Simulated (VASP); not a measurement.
Input:

```xyz
8
Lattice="4.2975 0.0000 0.0000 0.0000 4.2975 0.0000 0.0000 0.0000 4.2975" Properties=species:S:1:pos:R:3 pbc="T T T"
Ti     0.0000     0.0000     0.0000
Ti     2.1487     2.1487     0.0000
Ti     2.1487     0.0000     2.1487
N      2.1487     2.1487     2.1487
N      0.0000     0.0000     2.1487
N      0.0000     2.1487     0.0000
N      2.1487     0.0000     0.0000
Hf     0.0000     2.1487     2.1487
```

The numbers are results of PBEsol GGA, VASP's PBE PAW potentials (set 64) (plane waves; VASP), not measurements. Run with 520 eV cut-off, 8×8×8 Γ-centred mesh, tetrahedra with Blöchl corrections, potentials Ti_sv N Hf_pv.

Unless said otherwise, spin-orbit coupling is left out, though it shifts the bands of the heavy elements here.

**Question.** Estimate the energy per atom (σ→0), band gap (on the k-mesh) with the smallest direct gap where there is one.

**Answer.** 
The band gap (on the k-mesh) is none (metal, semimetal or under 0.01 eV) and the energy per atom (σ→0) is -10635 meV/atom.

The absolute energy has meaning only against runs of the same code, potentials and settings.

The structure was generated: HfTi3N4 was put into an ordered model structure (Pm-3m), which need not be its known phase. It was relaxed first.
